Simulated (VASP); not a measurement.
```yaml
crystal:
  lattice:
    - [3.88563, 0.00000, 0.00000]
    - [-1.94281, 3.36505, 0.00000]
    - [0.00000, 0.00000, 6.26833]
  atoms:
    - { symbol: Te, position: [0.00000, 0.00000, 0.00000] }
    - { symbol: Se, position: [0.33333, 0.66667, 0.25200] }
    - { symbol: Se, position: [0.66667, 0.33333, 0.74800] }
```
Cell charge -0.1.

Computed with PBE GGA, VASP's PBE PAW potentials (set 64) (plane waves; VASP 6.6.1). Numerical set-up: NELECT = 18.1, 400 eV cut-off, 6×6×3 Γ-centred mesh, Gaussian smearing of 0.050 eV, potentials Te Se.

The cell is charged, with a uniform compensating background.

Give the force on each atom (eV/Å).

```json
[
 {"atom": "Te1", "Fx": "0.000", "Fy": "0.000", "Fz": "0.000"},
 {"atom": "Se2", "Fx": "0.000", "Fy": "0.000", "Fz": "0.947"},
 {"atom": "Se3", "Fx": "0.000", "Fy": "0.000", "Fz": "-0.947"}
]
```

Give the stress tensor in GPa (positive for a compressed cell).

```
9.22  0.00  0.00
0.00  9.22  0.00
0.00  0.00  8.48
```
The pressure is its mean diagonal, 8.97 GPa.

The structure was generated: TeSe2 was put into the CdI2 type (P-3m1), which need not be its known phase. The cell was not relaxed at this level. The k-mesh is coarse (spacing up to 0.33 per Å, 2π included), so the numbers may not be converged in it. The run is one of a series of settings (NELECT = 18.1 against the base run), some of them coarse on purpose.
